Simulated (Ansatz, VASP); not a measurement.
# Sn in two plane-wave programs

One calculation is typed for both programs; each brings its own data sets. How far apart do they land? The cell is taken from a series of runs on this material, whose earlier steps may have relaxed, scaled, displaced or heated it; both programs get it as it stands.

Calculated with Ansatz 0.2.0; plane waves, with VASP 6.6.1 beside it; zone-centre phonons at PBEsol.

### Step 1. The starting structure

The structure is trigonal, space group R-3m (No. 166). The conventional cell has a = 4.764 Å, b = 4.764 Å, c = 11.134 Å, α = 90.00°, β = 90.00°, γ = 120.00°. Nearest to Sn lie 4 Sn at 2.84 to 2.88 Å.

Structure file:

```cif
data_structure
_symmetry_space_group_name_H-M 'P 1'
_symmetry_Int_Tables_number 1
_cell_length_a 4.6194
_cell_length_b 4.6194
_cell_length_c 4.6194
_cell_angle_alpha 62.076
_cell_angle_beta 62.076
_cell_angle_gamma 62.076
_cell_volume 72.94
loop_
_atom_site_label
_atom_site_type_symbol
_atom_site_fract_x
_atom_site_fract_y
_atom_site_fract_z
_atom_site_occupancy
Sn1 Sn 0.49731 0.49731 0.49731 1
Sn2 Sn 0.75269 0.75269 0.75269 1
```

### Step 2. Ansatz: zone-centre phonons, PBEsol

Ansatz runs on its PAW soft_1 files.

Second derivatives magnify differences that forces hide, and they need a tight electronic threshold.

input.yaml

```yaml
crystal:
  lattice:
    - [-0.102786196, 3.265609725, 3.265609725]
    - [3.265609725, -0.102786196, 3.265609725]
    - [3.265609725, 3.265609725, -0.102786196]
  atoms:
    - { symbol: Sn, position: [0.497309731, 0.497309731, 0.497309731] }
    - { symbol: Sn, position: [0.752690269, 0.752690269, 0.752690269] }
kpoints:
  mp_grid: { grid: [12, 12, 12] }
hamiltonian:
  xc: pbesol
  pseudopotentials: { kind: paw, azcp: { folder: soft_1 }, xc_functional: pbe }
scf:
  occupations: { method: methfessel_paxton, width: 0.2 }
output:
  eigenvalues: true
phonons:
  method: dfpt
```

On the command line:

```
$ ansatz run input.yaml --threads 4 --pin off --max-ram 10240MiB --backend cpu --events-out ev --progress --plain --runs-dir out
```

Numbers of over 12 decimals in the logs are rounded to 6 here.

Log:

```text
Engine: ansatz 0.2.0, x86_64-unknown-linux-gnu
Pseudopotentials: kind: paw
Pseudopotential: Sn, paw, valence charge 14, recommended cutoff 420 eV (normal), soft_1/Sn.paw.azcp
Functional definition: PBEsol
  exchange = pbesol_x
  correlation = pbesol_c
Crystal: 2 atoms, lattice volume = 72.938 Å³
Basis set: ecut = 420 eV, 1423 PW (Γ), exchange–correlation on 64×64×64 points (8 copies of the dense FFT grid, shifted against one another)
Bands: 18, of which v1, the nominal top of the filled ones, is band 14 counted from 1 (13 counted from 0)
Symmetry: 12 space group operations
k-points: 476 of 1728 (irreducible under 2 space group operations, time reversal used)
Non-local potential: Sn, projectors of the file, l = 0: 2, l = 1: 2, l = 2: 2, l = 3: 1
PAW form: soft (Blöchl's): semilocal exchange-correlation on the pseudo side does not see the compensation charge
PAW frozen core: Sn, regenerated for the run's functional, and the local potential with it (the file was generated under x = pbe(κ = 0.804, μ = 0.219515), c = pbe(β = 0.066725))
PAW one-centre angular grid: Sn, 590 points (default); XC on 64 Gauss nodes
Initial density: superposition of atomic densities (chi_scale 0.1, normalization cell)
Initial wavefunctions: pseudopotential atomic-orbital guess
Functional: x = pbesol(κ = 0.804, μ = 0.123457), c = pbesol(β = 0.046)
SCF iter   1: F=—  HF=-11899.679458 eV  |F-HF|=—  |Δ(HF+E_count)|=         —  Δρ=1.99e-2  dr2=3.12e-1  ethr=3.10e-3  ⟨swp⟩=5.5  Hψ=44152  notcnv=0
preconditioner: auto → Kerker (q_TF=auto, 2.326 Å⁻¹)  [metal: Δε(μ)=0.041 eV  Ē_g=19.707 eV  σ=0.200 eV  W_gap=0.17  n_scr=14 (ndim 8)  ℏωp=23.0 eV  f_vac=0.016  D(μ)=0.17/eV (n_scr^D=0)]
SCF iter   2: F=—  HF=-11899.640487 eV  |F-HF|=—  |Δ(HF+E_count)|=   3.90e-2  S|Δr|=    0.00e0  Δρ=1.30e-2  dr2=1.50e-1  ethr=1.12e-3  ⟨swp⟩=1.0  Hψ=12376  notcnv=0
SCF iter   3: F=—  HF=-11899.611897 eV  |F-HF|=—  |Δ(HF+E_count)|=   2.86e-2  S|Δr|=    0.00e0  Δρ=2.36e-3  dr2=1.21e-2  ethr=5.35e-4  ⟨swp⟩=1.0  Hψ=8568  notcnv=0
SCF iter   4: F=—  HF=-11899.612737 eV  |F-HF|=—  |Δ(HF+E_count)|=   8.40e-4  S|Δr|=    0.00e0  Δρ=1.26e-3  dr2=2.46e-3  ethr=4.31e-5  ⟨swp⟩=2.0  Hψ=10458  notcnv=0
SCF iter   5: F=—  HF=-11899.613912 eV  |F-HF|=—  |Δ(HF+E_count)|=   1.18e-3  S|Δr|=    0.00e0  Δρ=2.79e-4  dr2=7.67e-5  ethr=8.80e-6  ⟨swp⟩=2.0  Hψ=10482  notcnv=0
SCF iter   6: F=—  HF=-11899.613994 eV  |F-HF|=—  |Δ(HF+E_count)|=   8.17e-5  S|Δr|=    0.00e0  Δρ=5.67e-5  dr2=2.07e-6  ethr=2.74e-7  ⟨swp⟩=2.0  Hψ=10635  notcnv=0
SCF iter   7: F=—  HF=-11899.614001 eV  |F-HF|=—  |Δ(HF+E_count)|=   6.95e-6  S|Δr|=    0.00e0  Δρ=1.39e-5  dr2=2.10e-7  ethr=7.38e-9  ⟨swp⟩=2.0  Hψ=10518  notcnv=0
SCF iter   8: F=—  HF=-11899.614001 eV  |F-HF|=—  |Δ(HF+E_count)|=   3.78e-7  S|Δr|=    0.00e0  Δρ=5.44e-6  dr2=3.42e-8  ethr=7.50e-10  ⟨swp⟩=3.0  Hψ=15585  notcnv=0
SCF iter   9: F=—  HF=-11899.614001 eV  |F-HF|=—  |Δ(HF+E_count)|=   1.98e-8  S|Δr|=    0.00e0  Δρ=2.47e-6  dr2=5.72e-9  ethr=1.22e-10  ⟨swp⟩=2.4  Hψ=12458  notcnv=0
SCF iter  10: F=—  HF=-11899.614001 eV  |F-HF|=—  |Δ(HF+E_count)|=   3.52e-9  S|Δr|=    0.00e0  Δρ=7.63e-7  dr2=5.32e-10  ethr=2.04e-11  ⟨swp⟩=2.0  Hψ=10584  notcnv=0
SCF iter  11: F=—  HF=-11899.614001 eV  |F-HF|=—  |Δ(HF+E_count)|=  7.75e-10  S|Δr|=    0.00e0  Δρ=1.66e-7  dr2=2.34e-11  ethr=1.90e-12  ⟨swp⟩=2.0  Hψ=10505  notcnv=0
SCF iter  12: F=-11899.614001 eV  HF=-11899.614001 eV  |F-HF|=9.09e-12  |Δ(HF+E_count)|=  5.64e-11  S|Δr|=    0.00e0  Δρ=8.11e-8  dr2=3.90e-12  ethr=1.00e-12  ⟨swp⟩=6.8  Hψ=38240  notcnv=0
SCF 1 converged in 12 iterations: F = -11899.614001 eV  dr2 = 3.90e-12
  greatest PAW one-centre occupation: 0.991 electrons in one spin orbital (limit 2), on the Sn atom at site 1 (counted from 0), in its partial waves of l = 2
DFPT response loops at Γ: preconditioner auto → Kerker (q_TF=auto, 2.326 Å⁻¹) (partly filled bands, converged f_vac=0.098); β = 1.00, the filter's whole step (`scf.mixing.beta` (0.50) is not read by the response loops under this deck's `scf.mixing.preconditioner`; to damp them name `kerker` or `kerker_dos`, under which they read `scf.mixing.beta`, and type it under 1.00, their step now; both keys bind the ground state too); Broyden in place of MSR1
SCF converged after 12 iterations
Stability not checked: this state was not tested for a lower state beside it, because cold or Methfessel-Paxton smearing, or corrected tetrahedra, fill the levels in a way that the test cannot read (fill_not_monotonic; see scf.lower_state_search)
Free energy (F): -11899.614001 eV
Harris-Foulkes:  -11899.614001 eV  (|F-HF|=9.09e-12)
Internal energy: -11899.614222 eV  (E = F + TS)
E sigma→0 (E₀):  -11899.614056 eV
Entropy (-TS):   0.000221 eV (0.110 meV/atom)
Fermi energy:    6.912248 eV
Step filling:    the computed levels leave a gap of 0.0000 eV = 0.0 smearing widths at the electron count; against every level under it full and every level over it empty, smearing changes F+E_penalty+E_count by +0.225 meV and its σ→0 estimate by +0.170 meV
--- Per-component energies (eV) ---
  E_band       = -269.007314
  E_kinetic    = 335.635273
  E_local      = -2701.177657  (includes V_loc(G=0)·N_el)
  E_nonlocal   = 293.630428
  E_hartree    = 1305.349841
  E_xc         = -248.390601
  E_vxc        = -159.531921  (∫ρ·V_xc dr)
  E_paw        = -8592.413100  (= ΣΔE_a)
  E_vpaw       = -648.263694  (= ΣTr[D̂ρ^β])
  E_aug_tail   = 0.000584  (compensation charges beyond the density's cutoff)
  E_ewald      = -2292.818667
  E_core_change = 0.569679  (= ΣΔE_core)
  E_smearing   = 0.000221  (= −TS)
  E_closure    = -0.000000  (closes the sum)
  Σ components = -11899.614001   (vs F -11899.614001, Δ=0.00e0)
--- Band table (eV; the first three rows and the last of 476) ---
  k-point 0: bands = [... 10 lower, -3.2817, 5.7389, 6.9054, 6.9054, 7.2264, 8.9793, 8.9793, 9.3029]
  k-point 1: bands = [... 10 lower, -3.2202, 5.0617, 6.7898, 7.0638, 7.2404, 9.1416, 9.2511, 9.4337]
  k-point 2: bands = [... 10 lower, -3.0387, 3.9534, 6.5370, 6.7721, 7.3407, 9.5047, 9.6627, 10.1098]
  k-point 475: bands = [... 10 lower, -1.6269, 0.8848, 5.7266, 5.7266, 6.3712, 9.9500, 9.9500, 12.2797]
--- Phonons (Γ-DFPT): 1 representative perturbation + reference, on 476 of 1728 k-points (Σ response iterations 3) ---
  k mesh reduced under 2 symmetry operations, with k and −k counted as one. Each operation leaves every solved perturbation unchanged. A smaller set is not used because it would not reduce the number of displacements times k-points to solve
  ASR residual: 1.321e-6 → 0.000e0 eV/Å²; symmetrization residual: 4.331e-12 eV/Å²
  ASR residual per site (eV/Å²): 1.32e-6 1.32e-6
  Γ frequencies (cm⁻¹): 0.00 0.00 0.00 168.60 168.60 175.46
  non-analytic LO–TO correction: not included (Born effective charges unavailable; polar crystals: no LO–TO splitting at Γ)
```

### Step 3. VASP: zone-centre phonons, PBEsol

The same cell, functional, mesh and smearing now go to VASP, with its own data sets.

Lines of VASP's logs that name or quote its potential files are left out, and so is its time.

INCAR

```
SYSTEM = Sn
PREC = Accurate
ENCUT = 500
EDIFF = 1E-08
NELM = 120
ISMEAR = 1
SIGMA = 0.2
LREAL = .FALSE.
ALGO = Normal
GGA = PS
NBANDS = 20
LORBIT = 11
LWAVE = .FALSE.
LCHARG = .FALSE.
ISIF = 2
IBRION = 8
LASPH = .TRUE.
GGA_COMPAT = .FALSE.
KPAR = 2
```

POSCAR

```
Sn
1.0
   -0.1027861960      3.2656097250      3.2656097250
    3.2656097250     -0.1027861960      3.2656097250
    3.2656097250      3.2656097250     -0.1027861960
Sn
2
Direct
    0.4973097310      0.4973097310      0.4973097310
    0.7526902690      0.7526902690      0.7526902690
```

KPOINTS

```
Automatic mesh
0
Gamma
12 12 12
0 0 0
```

The projector-augmented-wave data sets are Sn_d (PBE family, release 64).

On the command line:

```
$ mpirun -np 2 vasp_std
```

Log:

```text
[banner, memory and clock lines left out]
running    2 mpi-ranks, on    1 nodes
 distrk:  each k-point on    1 cores,    2 groups
 distr:  one band on    1 cores,    1 groups

 POSCAR found type information on POSCAR Sn
 POSCAR found :  1 types and       2 ions
|                                                                             |
|               ----> ADVICE to this user running VASP <----                  |
|                                                                             |
|     You enforced a specific xc type in the INCAR file but a different       |
|     [... a line on the potential file left out ...]
|     I HOPE YOU KNOW WHAT YOU ARE DOING!                                     |
|                                                                             |

 LDA part: xc-table for (Slater+PW92), standard interpolation
 POSCAR, INCAR and KPOINTS ok, starting setup
 FFT: planning ... GRIDC
 FFT: planning ... GRID_SOFT
 FFT: planning ... GRID
 WAVECAR not read
 entering main loop
       N       E                     dE             d eps       ncg     rms          rms(c)
DAV:   1     0.220233458623E+03    0.22023E+03   -0.14715E+04  7600   0.193E+03
DAV:   2     0.146769045142E+02   -0.20556E+03   -0.20174E+03  7564   0.435E+02
DAV:   3    -0.777560079462E+01   -0.22453E+02   -0.22312E+02  8664   0.141E+02
DAV:   4    -0.849564680688E+01   -0.72005E+00   -0.71967E+00  8460   0.286E+01
DAV:   5    -0.852100456075E+01   -0.25358E-01   -0.25357E-01 10588   0.522E+00    0.296E+00
DAV:   6    -0.846036236610E+01    0.60642E-01   -0.42021E-02 10104   0.273E+00    0.167E+00
DAV:   7    -0.843166090769E+01    0.28701E-01   -0.50710E-02  8492   0.254E+00    0.164E-01
DAV:   8    -0.843246583839E+01   -0.80493E-03   -0.69866E-03  8244   0.100E+00    0.545E-02
DAV:   9    -0.843271395552E+01   -0.24812E-03   -0.32727E-04  9564   0.134E-01    0.192E-02
DAV:  10    -0.843275059980E+01   -0.36644E-04   -0.43573E-05  8408   0.578E-02    0.526E-03
DAV:  11    -0.843275357370E+01   -0.29739E-05   -0.46268E-06  9060   0.159E-02    0.217E-03
DAV:  12    -0.843275378753E+01   -0.21382E-06   -0.78608E-07  8820   0.662E-03    0.729E-04
DAV:  13    -0.843275377933E+01    0.82018E-08   -0.51365E-08  7396   0.150E-03
   1 F= -.84327538E+01 E0= -.84328282E+01  d E =0.223349E-03
 Linear response reoptimize wavefunctions to high precision
DAV:   1    -0.843275381822E+01   -0.38890E-07   -0.15325E-08  8564   0.129E-03
DAV:   2    -0.843275381826E+01   -0.40018E-10   -0.55460E-10  4816   0.218E-04
 Linear response DOF=           1
 Linear response progress:
  Degree of freedom:   1/  1
       N       E                     dE             d eps       ncg     rms          rms(c)
RMM:   1    -0.214439444375E+00   -0.21444E+00    0.51997E-01 23888   0.987E+00
RMM:   2    -0.221069420410E+00   -0.66300E-02   -0.19479E-02 33391   0.114E+00    0.660E-02
RMM:   3    -0.221211753942E+00   -0.14233E-03   -0.15816E-03 35178   0.318E-01    0.302E-02
RMM:   4    -0.221099794164E+00    0.11196E-03   -0.11155E-04 34872   0.958E-02    0.113E-02
RMM:   5    -0.221079157971E+00    0.20636E-04   -0.15659E-05 35592   0.323E-02    0.390E-03
RMM:   6    -0.221079404086E+00   -0.24612E-06   -0.18884E-06 35712   0.943E-03    0.185E-03
RMM:   7    -0.221078453865E+00    0.95022E-06   -0.21708E-07 35037   0.338E-03    0.302E-04
RMM:   8    -0.221076167467E+00    0.22864E-05   -0.74488E-08 36412   0.123E-03    0.224E-04
RMM:   9    -0.221074553610E+00    0.16139E-05   -0.44155E-08 35738   0.507E-04    0.545E-05
RMM:  10    -0.221074940346E+00   -0.38674E-06   -0.37902E-08 37850   0.209E-04    0.276E-05
RMM:  11    -0.221074928797E+00    0.11549E-07    0.14447E-08 36175   0.108E-04    0.513E-06
RMM:  12    -0.221074932255E+00   -0.34576E-08   -0.21077E-08 39048   0.622E-05    0.449E-06
 first order change of Fermi-energy  -0.20412E+00
 force on displaced ion       1 direction 1 :  -6.392  -0.167  -0.167
 Linear response finished
```

OUTCAR, selected parts (step 3):

```text
ion  position               nearest neighbor table
   1  0.497  0.497  0.497-   2 2.84   2 2.88   2 2.88   2 2.88
   2  0.753  0.753  0.753-   1 2.84   1 2.88   1 2.88   1 2.88

  LATTYP: Found a trigonal (rhomboedric) cell.
 ALAT       =     4.6194132478
 COS(alpha) =     0.4682926858

 Subroutine GETGRP returns: Found 12 space group operations
 (whereof  6 operations were pure point group operations)

The static configuration has the point symmetry C_3v.
 The point group associated with its full space group is D_3d.

 Found    189 irreducible k-points:

   k-points           NKPTS =    189   k-points in BZ     NKDIM =    189   number of bands    NBANDS=     20

   dimension x,y,z NGX =    36 NGY =   36 NGZ =   36
   dimension x,y,z NGXF=    72 NGYF=   72 NGZF=   72

   ENCUT  =  500.0 eV  36.75 Ry    6.06 a.u.   8.42  8.42  8.42*2*pi/ulx,y,z

   NELECT =      28.0000    total number of electrons

 k-points in reciprocal lattice and weights: Automatic mesh
   0.00000000  0.00000000  0.00000000       0.001
   0.08333333  0.00000000  0.00000000       0.003
   0.16666667  0.00000000  0.00000000       0.003
   0.25000000  0.00000000  0.00000000       0.003
   0.33333333  0.00000000  0.00000000       0.003
   0.41666667 -0.00000000 -0.00000000       0.003
   0.50000000  0.00000000  0.00000000       0.002
   0.08333333  0.08333333  0.00000000       0.003
   0.16666667  0.08333333  0.00000000       0.007
[...]
-0.41666667  0.50000000  0.41666667       0.003
   0.50000000  0.50000000  0.50000000       0.001

 average (electrostatic) potential at core
       1-101.9134       2-101.9134

  Total       -0.7463704     -0.7463704     -0.7463704      0.3608942      0.3608942      0.3608942
  in kB      -16.3950820    -16.3950820    -16.3950820      7.9275506      7.9275506      7.9275506
  external PRESSURE =     -16.3950820 kB  Pullay stress =       0.0000000 kB

  energy-cutoff  :      500.00
  volume of cell :       72.94
      direct lattice vectors                 reciprocal lattice vectors
    -0.102786196  3.265609725  3.265609725    -0.146065177  0.150812038  0.150812038
     3.265609725 -0.102786196  3.265609725     0.150812038 -0.146065177  0.150812038
     3.265609725  3.265609725 -0.102786196     0.150812038  0.150812038 -0.146065177

 POSITION                                       TOTAL-FORCE (eV/Angst)
 -----------------------------------------------------------------------------------
      3.19692      3.19692      3.19692         0.001693      0.001693      0.001693
      4.83862      4.83862      4.83862        -0.001693     -0.001693     -0.001693
 -----------------------------------------------------------------------------------
    total drift:                               -0.000000      0.000000      0.000000

 Eigenvectors and eigenvalues of the dynamical matrix
 ----------------------------------------------------

   1 f  =    5.262725 THz    33.066678 2PiTHz  175.545621 cm-1    21.764873 meV
             X         Y         Z           dx          dy          dz
      3.196922  3.196922  3.196922     0.408248    0.408248    0.408248
      4.838619  4.838619  4.838619    -0.408248   -0.408248   -0.408248

   2 f  =    5.062546 THz    31.808912 2PiTHz  168.868342 cm-1    20.936997 meV
             X         Y         Z           dx          dy          dz
      3.196922  3.196922  3.196922    -0.500000    0.500000    0.000000
      4.838619  4.838619  4.838619     0.500000   -0.500000   -0.000000

   3 f  =    5.062546 THz    31.808912 2PiTHz  168.868342 cm-1    20.936997 meV
             X         Y         Z           dx          dy          dz
      3.196922  3.196922  3.196922     0.288675    0.288675   -0.577350
      4.838619  4.838619  4.838619    -0.288675   -0.288675    0.577350

   4 f  =    0.000000 THz     0.000001 2PiTHz    0.000003 cm-1     0.000000 meV
             X         Y         Z           dx          dy          dz
      3.196922  3.196922  3.196922    -0.074529    0.400420   -0.578022
      4.838619  4.838619  4.838619    -0.074529    0.400420   -0.578022

   5 f  =    0.000000 THz     0.000000 2PiTHz    0.000002 cm-1     0.000000 meV
             X         Y         Z           dx          dy          dz
      3.196922  3.196922  3.196922    -0.686914    0.082795    0.145925
      4.838619  4.838619  4.838619    -0.686914    0.082795    0.145925

   6 f/i=    0.000000 THz     0.000000 2PiTHz    0.000002 cm-1     0.000000 meV
             X         Y         Z           dx          dy          dz
      3.196922  3.196922  3.196922    -0.150315   -0.576896   -0.380259
      4.838619  4.838619  4.838619    -0.150315   -0.576896   -0.380259

 ELASTIC MODULI CONTR FROM IONIC RELAXATION (kBar)
 Direction    XX          YY          ZZ          XY          YZ          ZX
 --------------------------------------------------------------------------------
 XX          -2.1027     -1.8205     -1.8205     -8.5166    -15.1064     -9.3005
 YY          -1.8205     -2.1027     -1.8205     -9.3005     -8.5166    -15.1064
 ZZ          -1.8205     -1.8205     -2.1027    -15.1064     -9.3005     -8.5166
 XY          -8.5166     -9.3005    -15.1064   -154.7563    -16.9817    -16.9817
 YZ         -15.1064     -8.5166     -9.3005    -16.9817   -154.7563    -16.9817
 ZX          -9.3005    -15.1064     -8.5166    -16.9817    -16.9817   -154.7563
 --------------------------------------------------------------------------------
```

### Step 4. Comparison

Known differences besides the potentials themselves: the cutoff is 420 eV in Ansatz and 500 eV in VASP; Ansatz makes its cores anew for this functional, VASP keeps those of its PBE data sets. Total energies have different zeros and are not compared.

The two programs side by side:

```csv
quantity,Ansatz,VASP,difference
optical mode 1 to 2 (cm⁻¹),168.6,168.9,-0.16 %
optical mode 3 (cm⁻¹),175.5,175.5,-0.05 %
```

Modes are paired by rising frequency, not by their patterns, so a pair may set unlike modes beside each other; they are those without the splitting of longitudinal modes.

### Step 5. Summary of results

```json
{"r.m.s. difference of the optical zone-centre modes, each program's sorted by frequency (zone-centre phonons, PBEsol)": "0.22 cm⁻¹"}
```

What this shows: The r.m.s. difference of the optical zone-centre modes, each program's sorted by frequency is 0.22 cm⁻¹ (zone-centre phonons, PBEsol). Such differences can come from data sets, numerical settings and the points named under the comparisons, not from the functional's error against experiment.

[Lines on the potential files, build, host, timing and source positions are cut from VASP's logs without a mark.]

[Logs are printed without paths, hosts, clocks, repeated set-up lines and the standing remarks that a program may print on its own settings, such as how far it seeks lower states.]

[Hosts, paths, dates, database ids (printed as entryN), source tags and the programs' standing remarks are cut or masked in the printed files.]
